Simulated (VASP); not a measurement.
Input:

```
PbO
1.0
    4.05960     0.00000     0.00000
    0.00000     4.05960     0.00000
    0.00000     0.00000     5.12040
Pb O
2 2
Direct
  0.50000   0.00000   0.76500
  0.00000   0.50000   0.23500
  0.50000   0.50000   0.00000
  0.00000   0.00000   0.00000
```

These are AM05 GGA, VASP's PBE PAW potentials (set 64) (plane waves; VASP) values and carry that method's errors. Settings: 520 eV cut-off, 5×5×4 Γ-centred mesh, Gaussian smearing of 0.050 eV, potentials Pb_d O.

Predict the energy per atom (σ→0), pressure, largest force.

| Property | Value |
|---|---|
| energy per atom (σ→0) | -5.478 eV/atom |
| pressure | -2.96 GPa |
| largest force | 0.663 eV/Å |

The absolute energy has meaning only against runs of the same code, potentials and settings.

The compound is PbO in the litharge structure. The cell was not relaxed at this level. The run is one of a series of settings (GGA = AM against the base run), some of them coarse on purpose.
